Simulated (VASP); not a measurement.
Here is the system:

```xyz
6
Lattice="-2.5716 2.5716 6.9965 2.5716 -2.5716 6.9965 2.5716 2.5716 -6.9965" Properties=species:S:1:pos:R:3 pbc="T T T"
W      0.0000     0.0000     6.9965
W      2.5716     0.0000     3.4983
Te     0.0000     0.0000     4.2726
Te     2.5716     0.0000     0.7743
Te     2.5716     0.0000     6.2222
Te     0.0000     0.0000     9.7205
```

Method: PBEsol GGA, VASP's PBE PAW potentials (set 64) (plane waves; VASP). Settings: 400 eV cut-off, 9×9×9 Γ-centred mesh, tetrahedra with Blöchl corrections, potentials W_sv Te.

The cores are frozen, which limits the accuracy of field gradients.

Problem. Give the principal components of the electric field gradient (V/Å²) and the asymmetry η at each nucleus.

Solution. 
```
atom     Vxx   Vyy    Vzz     η
----  ------  ----  -----  ----
W1      49.8  49.8  -99.5  0.00
W2      49.8  49.8  -99.5  0.00
Te3   -116.2  -1.0  117.2  0.98
Te4   -116.2  -1.0  117.2  0.98
Te5   -116.2  -1.0  117.2  0.98
Te6   -116.2  -1.0  117.2  0.98
```

The structure was generated: Te2W was put into the anatase type (I4_1/amd), which need not be its known phase. It was relaxed first, which changed the volume by -23 %.
